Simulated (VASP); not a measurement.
Input:

```xyz
4
Lattice="3.4520 0.0000 0.0000 0.0000 3.4520 0.0000 0.0000 0.0000 3.4520" Properties=species:S:1:pos:R:3 pbc="T T T"
Si     0.0000     0.0000     0.0000
Ni     0.0000     1.7260     1.7260
Ni     1.7260     0.0000     1.7260
Ni     1.7260     1.7260     0.0000
```

Computed with MS2 meta-GGA, VASP's PBE PAW potentials (set 64) (plane waves; VASP). Numerical set-up: 520 eV cut-off, 10×10×10 Γ-centred mesh, tetrahedra with Blöchl corrections, potentials Si Ni.

Q: What does the run give for the energy per atom (σ→0), band gap (over mesh and band path) with the smallest direct gap where there is one?

A: 
| Item | Result |
|---|---|
| band gap (over mesh and band path) | none (metal, semimetal or under 0.01 eV) |
| energy per atom (σ→0) | -8.688 eV/atom |

Total energies compare only between runs with the same potentials, cut-off and functional.

The compound is Ni3Si in the L1_2 structure. It was relaxed first. The run is not spin-polarised, so no magnetic state was tried.
